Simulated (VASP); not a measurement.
A convergence study with VASP on As (space group R-3m): one setting is varied, all else stays as given below, so the limit is that of these other settings.

```xyz
2
Lattice="3.6988 -1.8894 0.0000 3.6988 1.8894 0.0000 2.7336 0.0000 3.1270" Properties=species:S:1:pos:R:3 pbc="T T T"
As     2.2998     0.0000     0.7098
As     7.8314     0.0000     2.4172
```

All values below come from PBE GGA, VASP's PBE PAW potentials (set 64) (plane waves; VASP). The tightest run used: 300 eV cut-off, 12×12×12 Γ-centred mesh, Fermi-Dirac smearing of 0.10 eV, potentials As.

```json
[
 {"setting": "3×3×3 mesh", "highest Γ mode (cm⁻¹)": "240.8", "irreducible k-points": "6"},
 {"setting": "4×4×4 mesh", "highest Γ mode (cm⁻¹)": "247.7", "irreducible k-points": "13"},
 {"setting": "5×5×5 mesh", "highest Γ mode (cm⁻¹)": "246.9", "irreducible k-points": "19"}
]
```

Problem. These are the cheaper rows. Estimate the results at 12×12×12 mesh, and how far the last row shown lies from them.

Solution. 
```tsv
quantity	tightest run	last row shown is off by
highest Γ mode (cm⁻¹)	249.2	-2.3
```

Left out are rungs that failed or repeat a setting and relaxations that didn't move; long series are thinned to 24 rows.

The structure is a typed As crystal (space group no. 166). The cell was not relaxed at this level, forces remain on its atoms.
